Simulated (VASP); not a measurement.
Runs of VASP 6.6.1 on CdS (Hawleyite). The structure is cubic, space group F-43m (No. 216). The conventional cell has a = 5.833 Å, b = 5.833 Å, c = 5.833 Å, α = 90.00°, β = 90.00°, γ = 90.00°. Around Cd (site symmetry -43m) lie 4 S at 2.53 Å. Around S (site symmetry -43m) lie 4 Cd at 2.53 Å. 

```csv
task,level,potentials or basis,spin,k mesh,cutoff (eV),further INCAR settings,mesh quality,gap on the mesh (eV),pressure (GPa)
single point,PBE,"VASP PAW PBE potentials, release 64 (Cd, S)",off,3 × 3 × 3,520,ALGO = Normal; EDIFF = 1e-06,coarse,(c),3.9
band structure,PBE,"VASP PAW PBE potentials, release 64 (Cd, S)",off,8 × 8 × 8,520,ALGO = Normal; EDIFF = 1e-06,not flagged,1.15,3.2
band structure,r2SCAN,"VASP PAW PBE potentials, release 64 (Cd, S)",off,8 × 8 × 8,520,ALGO = Normal; EDIFF = 1e-06,not flagged,1.59,(a)
band structure,PBE,"VASP PAW PBE potentials, release 64 (Cd, S)","non-collinear, zero start, SOC",8 × 8 × 8,520,ALGO = Normal; EDIFF = 1e-06,not flagged,-,3.1
band structure,PBE,"VASP PAW PBE potentials, release 64 (Cd_GW, S_GW)",off,8 × 8 × 8,450,ALGO = Normal; EDIFF = 1e-06,not flagged,1.14,2.8
band structure,LDA,"VASP PAW LDA potentials, release 64 (Cd, S)",off,8 × 8 × 8,520,ALGO = Normal; EDIFF = 1e-06,not flagged,(b),-2.0
dielectric tensor,PBE,"VASP PAW PBE potentials, release 64 (Cd, S)",off,8 × 8 × 8,520,ALGO = Normal; EDIFF = 1e-08,not flagged,1.15,-
```

Alike in all rows: cell as given; smearing gaussian 0.02 eV.

Task: Estimate the missing entries.

Result: (a) 1.8; (b) 0.89; (c) 1.11.

Caveats: some runs use coarse meshes; the PAW data sets were made with another functional, which shifts forces and pressure a little (some runs).

A k mesh can miss the band edges, and rows without SOC leave out spin-orbit coupling on Cd.
